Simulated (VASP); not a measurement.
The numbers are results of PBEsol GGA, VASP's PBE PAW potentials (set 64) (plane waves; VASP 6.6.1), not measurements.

A VASP calculation is set up with these files.

INCAR:
```
! general
SYSTEM   =  Rh
PREC     =  Accurate
ENCUT    =  500   ! plane-wave cut-off (eV)
LREAL    =  .FALSE.   ! projection in real space or not
LASPH    =  .TRUE.   ! aspherical one-centre terms

! electronic loop
EDIFF    =  1E-6   ! SCF stop (eV)
NELM     =  100
ALGO     =  Normal   ! blocked Davidson
LMAXMIX  =  4

! smearing
ISMEAR   =  1   ! Methfessel-Paxton
SIGMA    =  0.1

! functional
GGA      =  PS   ! PBEsol

! ions
IBRION   =  2
NSW      =  40   ! most ionic steps
ISIF     =  3   ! ions, shape and volume
EDIFFG   =  -0.02

! output
LWAVE    =  .FALSE.
LCHARG   =  .FALSE.
```

**POSCAR**
```
Rh
1.0
  0.0000000000   1.8873668598   1.8873668598
  1.8873668598   0.0000000000   1.8873668598
  1.8873668598   1.8873668598   0.0000000000
Rh
1
Cart
  0.0000000000   0.0000000000   0.0000000000
```

KPOINTS:
```
Automatic mesh
0
Gamma
17 17 17
0 0 0
```

POTCAR, in this order: Rh_pv (PBE.64 set). Program: vasp_std.

The run wrote:

### OUTCAR
```
 ion  position               nearest neighbor table
   1  0.000  0.000  0.000-
  LATTYP: Found a face centered cubic cell.
 ALAT       =     3.7747337196
 Subroutine PRICEL returns:
 Original cell was already a primitive cell.
 Subroutine GETGRP returns: Found 48 space group operations
The static configuration has the point symmetry O_h .
The dynamic configuration has the point symmetry O_h .
 Subroutine INISYM returns: Found 48 space group operations
 Subroutine IBZKPT returns following result:
 Found    165 irreducible k-points:

 Following reciprocal coordinates:
            Coordinates               Weight
  0.000000  0.000000  0.000000      1.000000
  0.058824  0.000000  0.000000      8.000000
  0.117647  0.000000  0.000000      8.000000
  0.176471  0.000000  0.000000      8.000000
  0.235294  0.000000  0.000000      8.000000
  0.294118  0.000000  0.000000      8.000000
  0.352941  0.000000  0.000000      8.000000
  0.411765  0.000000  0.000000      8.000000
  0.470588  0.000000  0.000000      8.000000
  0.058824  0.058824  0.000000      6.000000
...
```

### OSZICAR
```
       N       E                     dE             d eps       ncg     rms          rms(c)
DAV:   1     0.110555247057E+03    0.11056E+03   -0.93060E+03  3646   0.143E+03
DAV:   2    -0.728139434738E+01   -0.11784E+03   -0.11260E+03  3741   0.382E+02
DAV:   3    -0.876031942998E+01   -0.14789E+01   -0.14695E+01  4170   0.482E+01
DAV:   4    -0.876876815027E+01   -0.84487E-02   -0.84478E-02  4003   0.380E+00
DAV:   5    -0.876889617351E+01   -0.12802E-03   -0.12802E-03  4155   0.437E-01    0.116E+01
DAV:   6    -0.816833779110E+01    0.60056E+00   -0.13746E+00  3783   0.176E+01    0.370E+00
DAV:   7    -0.814531573947E+01    0.23022E-01   -0.30517E-02  4197   0.222E+00    0.171E+00
DAV:   8    -0.814040821420E+01    0.49075E-02   -0.48313E-03  3768   0.114E+00    0.229E-01
DAV:   9    -0.814020495040E+01    0.20326E-03   -0.18110E-04  4218   0.227E-01    0.311E-02
DAV:  10    -0.814021085655E+01   -0.59062E-05   -0.30018E-06  3873   0.239E-02    0.370E-03
DAV:  11    -0.814021093614E+01   -0.79587E-07   -0.31020E-07  2163   0.836E-03
   1 F= -.81402109E+01 E0= -.81404498E+01  d E =-.814021E+01
       N       E                     dE             d eps       ncg     rms          rms(c)
DAV:   1    -0.819370679133E+01   -0.53496E-01   -0.81549E-01  3825   0.151E+01    0.165E+00
DAV:   2    -0.813961196684E+01    0.54095E-01   -0.13181E-01  3762   0.552E+00    0.309E-01
DAV:   3    -0.813916222534E+01    0.44974E-03   -0.17211E-03  4068   0.563E-01    0.172E-01
DAV:   4    -0.813925035583E+01   -0.88130E-04   -0.41446E-04  3870   0.278E-01    0.129E-02
DAV:   5    -0.813925087332E+01   -0.51749E-06   -0.10248E-05  4194   0.490E-02    0.686E-03
DAV:   6    -0.813925096784E+01   -0.94519E-07   -0.48226E-07  2349   0.107E-02
   2 F= -.81392510E+01 E0= -.81395018E+01  d E =0.959968E-03
       N       E                     dE             d eps       ncg     rms          rms(c)
DAV:   1    -0.816854708067E+01   -0.29296E-01   -0.41673E-01  3816   0.107E+01    0.125E+00
DAV:   2    -0.814054530679E+01    0.28002E-01   -0.68276E-02  3759   0.397E+00    0.196E-01
DAV:   3    -0.814031575605E+01    0.22955E-03   -0.89550E-04  4047   0.408E-01    0.117E-01
DAV:   4    -0.814039357871E+01   -0.77823E-04   -0.22682E-04  3843   0.206E-01    0.101E-02
DAV:   5    -0.814039154669E+01    0.20320E-05   -0.55758E-06  4170   0.366E-02    0.460E-03
DAV:   6    -0.814038949712E+01    0.20496E-05   -0.28173E-07  2142   0.808E-03    0.524E-04
DAV:   7    -0.814038954098E+01   -0.43858E-07   -0.26984E-08  1890   0.259E-03
   3 F= -.81403895E+01 E0= -.81406318E+01  d E =-.178605E-03
```

OUTCAR:
```
------------------------ aborting loop because EDIFF is reached ----------------------------------------
  FORCE on cell =-STRESS in cart. coord.  units (eV):
  Direction    XX          YY          ZZ          XY          YZ          ZX
  --------------------------------------------------------------------------------------
  Total        0.0008135      0.0008135      0.0008135     -0.0000000      0.0000000      0.0000000
  in kB        0.0965643      0.0965643      0.0965643     -0.0000000      0.0000000      0.0000000
  external PRESSURE =       0.0965643 kB  Pullay stress =       0.0000000 kB
  volume of cell :       13.50
      direct lattice vectors                 reciprocal lattice vectors
    -0.000000000  1.889748610  1.889748610    -0.264585457  0.264585457  0.264585457
     1.889748610 -0.000000000  1.889748610     0.264585457 -0.264585457  0.264585457
     1.889748610  1.889748610  0.000000000     0.264585457  0.264585457 -0.264585457
 POSITION                                       TOTAL-FORCE (eV/Angst)
 -----------------------------------------------------------------------------------
      0.00000      0.00000      0.00000         0.000000      0.000000     -0.000000
 -----------------------------------------------------------------------------------
    total drift:                                0.000000     -0.000000      0.000000
  FREE ENERGIE OF THE ION-ELECTRON SYSTEM (eV)
  ---------------------------------------------------
  free  energy   TOTEN  =        -8.1403895410 eV

  energy  without entropy=       -8.1411162725  energy(sigma->0) =       -8.14063178

 reached required accuracy - stopping structural energy minimisation
```
(Selected blocks of OUTCAR.)

CONTCAR:
```
Rh
   1.00000000000000
    -0.0000000000000000    1.8897486098339979    1.8897486098339979
     1.8897486098339979   -0.0000000000000000    1.8897486098339979
     1.8897486098339979    1.8897486098339979    0.0000000000000000
  Rh
     1
Direct
     0.0000000000000000    0.0000000000000000    0.0000000000000000
```

File OUTCAR:
```
 val. band max:       12.0809645405   @ k =   0.4118   0.2353   0.0588

 cond. band min:      12.1139151614   @ k =   0.4118   0.2941   0.0588


 Fermi energy:        12.1111029565

 k-point     1 :       0.0000    0.0000    0.0000
  band No.  band energies     occupation
      1     -34.2656      2.00000
      2     -34.2656      2.00000
      3     -34.2656      2.00000
      4       3.9052      2.00000
      5       8.9136      2.00000
      6       8.9136      2.00000
      7       8.9136      2.00000
      8      11.0895      2.00000
      9      11.0895      2.00000
     10      28.0151      0.00000
     11      32.4183      0.00000

 k-point     2 :       0.0588    0.0000    0.0000
  band No.  band energies     occupation
      1     -34.2931      2.00000
      2     -34.2693      2.00000
      3     -34.2693      2.00000
      4       4.0476      2.00000
      5       8.8490      2.00000
      6       8.9700      2.00000
      7       8.9700      2.00000
      8      11.0573      2.00000
      9      11.0573      2.00000
     10      28.2263      0.00000
     11      32.4141      0.00000

 k-point     3 :       0.1176    0.0000    0.0000
  band No.  band energies     occupation
      1     -34.3715      2.00000
      2     -34.2799      2.00000
      3     -34.2798      2.00000
      4       4.4534      2.00000
      5       8.6913      2.00000
      6       9.1144      2.00000
      7       9.1144      2.00000
      8      10.9911      2.00000
      9      10.9911      2.00000
     10      28.7847      0.00000
     11      31.2197      0.00000

 k-point     4 :       0.1765    0.0000    0.0000
  band No.  band energies     occupation
      1     -34.4892      2.00000
      2     -34.2958      2.00000
      3     -34.2958      2.00000
      4       5.0415      2.00000
      5       8.5559      2.00000
      6       9.2644      2.00000
      7       9.2644      2.00000
      8      10.9868      2.00000
      9      10.9868      2.00000
...
```

The compound is Rh in the fcc structure. This run relaxes it. Symmetry was kept, so distortions that lower it aren't found.
